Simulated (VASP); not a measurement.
Calculation: HSE06 screened hybrid, VASP's PBE PAW potentials (set 64) (plane waves; VASP).

VASP ran on this input.

**POSCAR**
```
GeSi62
10.9370750
  0.9999999726   0.0000000000   0.0000000000
  0.0000000000   0.9999999726   0.0000000000
  0.0000000000   0.0000000000   0.9999999726
Si Ge
62 1
Cartesian
  0.4990408434   0.0007093109   0.0006723017
  0.6263813421   0.1264722207   0.1265472026
  0.7496611601   0.2502342312   0.9995690213
  0.8734932598   0.3736457611   0.1263777347
  0.7496706123   0.9994639512   0.2502032607
  0.8735670725   0.1262761238   0.3733904629
  0.0002052965   0.9995559946   0.9998049949
  0.1249532089   0.1251445537   0.1250158711
  0.2506793994   0.2488631150   0.0002198312
  0.3754576667   0.3771743754   0.1267527393
  0.4997697460   0.5000815937   0.9996216181
  0.6226383672   0.6245479845   0.1266155873
  0.7509657182   0.7493318372   0.0001845604
  0.8746618284   0.8749153211   0.1250635683
  0.2504743136   0.0003206290   0.2488542646
  0.3754665477   0.1265420782   0.3772062425
  0.4973967034   0.2479657901   0.2481188208
  0.7519556086   0.5026204825   0.2478286689
  0.8733517981   0.6243799146   0.3770491704
  0.4998640326   0.9995075555   0.5001038005
  0.6228588377   0.1266312129   0.6243511233
  0.7519703929   0.2478169985   0.5023304691
  0.8733002930   0.3769906445   0.6243698640
  0.7510389358   0.0003920317   0.7492521279
  0.8747478323   0.1250480879   0.8751419640
  0.9992668878   0.5010593516   0.0006037403
  0.1247538278   0.6250071472   0.1251352139
  0.2499946209   0.7498762485   0.9997923125
  0.3749515355   0.8751405103   0.1251569850
  0.0003901394   0.2502454840   0.2501462237
  0.1250700423   0.3750882245   0.3751269325
  0.2493420425   0.5008781779   0.2506522727
  0.3750479489   0.6247970511   0.3734925914
  0.4989875506   0.7504948269   0.2506565977
  0.6247314339   0.8748160810   0.3751405214
  0.9993831488   0.0005600154   0.5009761346
  0.1248022516   0.1250957972   0.6249776785
  0.2494944067   0.2505598287   0.5007996329
  0.3751336157   0.3734551571   0.6247705691
  0.6264370196   0.6247241408   0.6247534821
  0.7493427215   0.7503559498   0.5006849819
  0.8747502318   0.8751364242   0.6248677572
  0.2498934794   0.9998466753   0.7499848725
  0.3751051174   0.1251588184   0.8749922435
  0.4992630289   0.2506704729   0.7503054856
  0.6247375657   0.3751034970   0.8749258096
  0.7492551026   0.5006251907   0.7503831694
  0.8746575755   0.6248718196   0.8750489640
  0.9995823238   0.7494501173   0.2487637852
  0.1244772611   0.8753262235   0.3756915609
  0.0004116536   0.4999761090   0.5000577433
  0.1252773706   0.6251722626   0.6252075933
  0.2506645469   0.7493132533   0.5004536399
  0.3747373044   0.8746384707   0.6252853907
  0.9995872380   0.2486533653   0.7494703177
  0.1244098200   0.3756048079   0.8754584938
  0.2505038880   0.5002999130   0.7493528466
  0.3747224061   0.6251383693   0.8745384822
  0.4996741782   0.7493941742   0.7494262735
  0.6243436276   0.8755491313   0.8754171972
  0.9999587303   0.7499173518   0.7499200987
  0.1248329389   0.8749497628   0.8750169725
  0.5130017126   0.4868171315   0.4867972948
```

KPOINTS:
```
kpoints
0
G
1 1 1
0 0 0
```

**INCAR**
```
SYSTEM = GeSi62
PREC = Normal
ENCUT = 400
EDIFF = 1E-5
NELM = 50
ALGO = Normal
LREAL = Auto
LASPH = .TRUE.
ISMEAR = 0
SIGMA = 0.05
GGA = PE
LMAXMIX = 4
LWAVE = .FALSE.
LCHARG = .FALSE.
NELMIN = 4
ISYM = 0
NELECT = 251.0
ISPIN = 2
NUPDOWN = 1
MAGMOM = 63*0.0159
LORBIT = 10
HFSCREEN = 0.2
AEXX = 0.25
LHFCALC = .TRUE.
PRECFOCK = Fast
ISIF = 0
```

POTCAR, in this order: Si Ge (PBE.64 set). Program: vasp_gam. Read from the step before: WAVECAR.

What VASP printed:

**OSZICAR**
```
       N       E                     dE             d eps       ncg     rms          rms(c)
DAV:   1    -0.392016437859E+03   -0.39202E+03   -0.12824E+01   632   0.811E+00    0.190E+01
DAV:   2    -0.392127155332E+03   -0.11072E+00   -0.35898E-01   716   0.128E+00    0.125E+01
DAV:   3    -0.392113378233E+03    0.13777E-01   -0.43662E-02   716   0.384E-01    0.739E+00
DAV:   4    -0.392109051336E+03    0.43269E-02   -0.10839E-02   700   0.171E-01    0.427E+00
DAV:   5    -0.392106779617E+03    0.22717E-02   -0.13855E-03   724   0.781E-02    0.246E+00
DAV:   6    -0.392105954125E+03    0.82549E-03   -0.93093E-04   748   0.591E-02    0.139E+00
DAV:   7    -0.392105741944E+03    0.21218E-03   -0.30289E-04   692   0.315E-02    0.789E-01
DAV:   8    -0.392105665483E+03    0.76461E-04   -0.42439E-05   620   0.134E-02    0.452E-01
DAV:   9    -0.392105644261E+03    0.21222E-04   -0.20654E-05   436   0.923E-03    0.259E-01
DAV:  10    -0.392105641020E+03    0.32406E-05   -0.97547E-06   380   0.622E-03
   1 F= -.39210564E+03 E0= -.39210564E+03  d E =-.120430E-10  mag=     1.0000
```

OUTCAR:
```
------------------------ aborting loop because EDIFF is reached ----------------------------------------
  volume of cell :     1308.29
      direct lattice vectors                 reciprocal lattice vectors
    10.937074700  0.000000000  0.000000000     0.091432127  0.000000000  0.000000000
     0.000000000 10.937074700  0.000000000     0.000000000  0.091432127  0.000000000
     0.000000000  0.000000000 10.937074700     0.000000000  0.000000000  0.091432127
 POSITION                                       TOTAL-FORCE (eV/Angst)
 -----------------------------------------------------------------------------------
      5.45805      0.00776      0.00735        -0.027022     -0.013450     -0.010349
      6.85078      1.38324      1.38406         0.002885     -0.010511     -0.017255
      8.19910      2.73683     10.93236        -0.000586      0.004453     -0.006330
      9.55346      4.08659      1.38220         0.012370     -0.007521     -0.012399
      8.19920     10.93121      2.73649        -0.007072     -0.012152      0.003827
      9.55427      1.38109      4.08380         0.019637     -0.011336      0.013282
      0.00225     10.93222     10.93494        -0.009770      0.010903     -0.001767
      1.36662      1.36872      1.36731        -0.006180      0.000463      0.005787
      2.74170      2.72183      0.00240        -0.017750     -0.046109      0.014497
      4.10641      4.12518      1.38630         0.006536      0.099479     -0.011248
      5.46602      5.46943     10.93294        -0.005010      0.001840     -0.018356
      6.80984      6.83073      1.38480        -0.095504     -0.013732     -0.010059
      8.21337      8.19550      0.00202         0.047714      0.012106      0.014738
      9.56624      9.56901      1.36783         0.005336      0.008441      0.002062
      2.73946      0.00351      2.72174        -0.011032      0.005962     -0.045900
      4.10651      1.38400      4.12553         0.008572     -0.009596      0.096695
      5.44007      2.71202      2.71369        -0.029658     -0.142278     -0.145481
      8.22419      5.49720      2.71052         0.141868      0.030219     -0.143967
      9.55191      6.82889      4.12382         0.012304     -0.010473      0.104530
      5.46705     10.93169      5.46967        -0.007170     -0.012811      0.009314
      6.81225      1.38498      6.82858        -0.106616     -0.009390     -0.013411
      8.22436      2.71039      5.49403         0.152373     -0.137063      0.027550
      9.55135      4.12317      6.82878         0.009150      0.095542     -0.008301
      8.21417      0.00429      8.19463         0.055319      0.003087      0.021812
      9.56718      1.36766      9.57149         0.002744     -0.004820     -0.002397
     10.92906      5.48012      0.00660         0.009308      0.010123     -0.010470
      1.36444      6.83575      1.36861        -0.003803     -0.009077     -0.029197
      2.73421      8.20145     10.93480        -0.001892      0.011506     -0.006980
      4.10087      9.57148      1.36885         0.005589      0.011998     -0.034150
      0.00427      2.73695      2.73587         0.011304      0.002470      0.002170
      1.36790      4.10237      4.10279        -0.010683      0.000137      0.003200
      2.72707      5.47814      2.74140        -0.023963     -0.006638     -0.012828
      4.10193      6.83345      4.08492         0.089763     -0.089354      0.081710
      5.45746      8.20822      2.74145         0.004605      0.026959     -0.012537
      6.83273      9.56793      4.10294         0.003468      0.011103      0.002120
     10.93033      0.00612      5.47921        -0.000374     -0.002971      0.009198
      1.36497      1.36818      6.83543        -0.005741     -0.021669     -0.010910
      2.72874      2.74039      5.47728        -0.033182     -0.008694      0.001140
      4.10286      4.08451      6.83316         0.083977      0.080192     -0.087945
      6.85139      6.83265      6.83298        -0.075658     -0.086087     -0.089212
      8.19562      8.20670      5.47603         0.007243      0.029258      0.003403
      9.56721      9.57143      6.83423         0.023609      0.002660     -0.004514
      2.73310     10.93540      8.20264         0.007778     -0.012909      0.004106
      4.10255      1.36887      9.56986         0.004487     -0.024335      0.013010
      5.46048      2.74160      8.20615        -0.003539     -0.017336      0.035285
      6.83280      4.10254      9.56913        -0.000394      0.006937      0.008403
      8.19466      5.47538      8.20700         0.013441      0.001171      0.025848
      9.56620      6.83427      9.57048         0.030335     -0.006051      0.005168
     10.93251      8.19679      2.72075        -0.009667      0.005057     -0.039535
      1.36142      9.57351      4.10897         0.008457      0.001724      0.026234
      0.00450      5.46828      5.46917         0.008382      0.008790      0.005811
      1.37017      6.83756      6.83794        -0.034238     -0.004947     -0.006031
      2.74154      8.19530      5.47350         0.003970     -0.013238      0.010163
      4.09853      9.56599      6.83879         0.001470      0.025032      0.001544
     10.93256      2.71954      8.19701        -0.010989     -0.030982      0.006329
      1.36068      4.10802      9.57496         0.003683      0.026970     -0.000326
      2.73978      5.47182      8.19573         0.013750      0.012120     -0.013152
      4.09837      6.83719      9.56489        -0.000296      0.000971      0.030545
      5.46497      8.19618      8.19653        -0.022103     -0.016354     -0.020150
      6.82849      9.57595      9.57450        -0.031388     -0.000741     -0.001795
     10.93662      8.20190      8.20193         0.015041      0.004347      0.001923
      1.36531      9.56939      9.57013         0.009958     -0.006330     -0.004560
      5.61074      5.32436      5.32414        -0.245142      0.246937      0.240108
 -----------------------------------------------------------------------------------
    total drift:                                0.058859     -0.050990     -0.035198
  FREE ENERGIE OF THE ION-ELECTRON SYSTEM (eV)
  ---------------------------------------------------
  free  energy   TOTEN  =      -392.1056410200 eV

  energy  without entropy=     -392.1056410200  energy(sigma->0) =     -392.10564102

  exchange ACFDT corr.  =         0.00000000  see jH, gK, PRB 81, 115126

 total charge

# of ion       s       p       d       tot
------------------------------------------
    1        0.754   0.947   0.000   1.700
    2        0.750   0.955   0.000   1.705
    3        0.748   0.964   0.000   1.711
    4        0.750   0.955   0.000   1.705
    5        0.748   0.964   0.000   1.711
    6        0.750   0.955   0.000   1.705
    7        0.749   0.956   0.000   1.705
    8        0.747   0.961   0.000   1.709
    9        0.755   0.942   0.000   1.697
   10        0.752   0.950   0.000   1.701
   11        0.748   0.962   0.000   1.710
   12        0.752   0.950   0.000   1.702
   13        0.755   0.943   0.000   1.698
   14        0.747   0.962   0.000   1.709
   15        0.755   0.942   0.000   1.697
   16        0.752   0.950   0.000   1.702
   17        0.792   0.855   0.000   1.647
   18        0.792   0.855   0.000   1.648
   19        0.752   0.950   0.000   1.702
   20        0.748   0.962   0.000   1.710
   21        0.752   0.950   0.000   1.702
   22        0.792   0.855   0.000   1.648
   23        0.752   0.949   0.000   1.701
   24        0.755   0.943   0.000   1.698
   25        0.747   0.961   0.000   1.709
...
```
(Selected blocks of OUTCAR.)

The cell is charged, with a uniform compensating background. The supercell is sampled at Γ alone, which is coarse: total energies, pressure and levels can be off, energies of defects by several tenths of an eV.

The cell is a supercell with a defect, built from Si (diamond): Ge_Si-vac_Si, charge +1. The cell's shape comes from a PBE relaxation.
